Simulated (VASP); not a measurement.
Input:

```
AlNi
1.0
    2.91715     0.00000     0.00000
    0.00000     2.91715     0.00000
    0.00000     0.00000     2.91715
Al Ni
1 1
Direct
  0.50000   0.50000   0.50000
  0.00000   0.00000   0.00000
```

All values below come from RPBE GGA, VASP's PBE PAW potentials (set 64) (plane waves; VASP 6.6.1). Numerical set-up: 520 eV cut-off, Gaussian smearing of 0.050 eV, potentials Al Ni.

Problem. Give the energies of bands 1 to 9 at the high-symmetry points, in eV from the Fermi level.

Solution. 
```
band       Γ      X      M      R
----  ------  -----  -----  -----
1     -10.88  -6.79  -5.13  -3.92
2      -3.06  -6.58  -3.21  -3.92
3      -3.06  -2.61  -2.81  -3.92
4      -1.47  -2.14  -2.81  -0.94
5      -1.47  -2.14  -1.97  -0.94
6      -1.47  -1.39  -1.97   2.01
7       5.36  -0.63  -0.97   2.01
8       5.36   8.17   1.42   2.01
9       5.36   9.83   2.31   3.46
```

It has no gap at this level: it comes out as a metal or semimetal.

The compound is NiAl in the CsCl type structure. It was relaxed first. The run is not spin-polarised, so no magnetic state was tried. The electron count is odd and the run is not spin-polarised, which forces a metal.
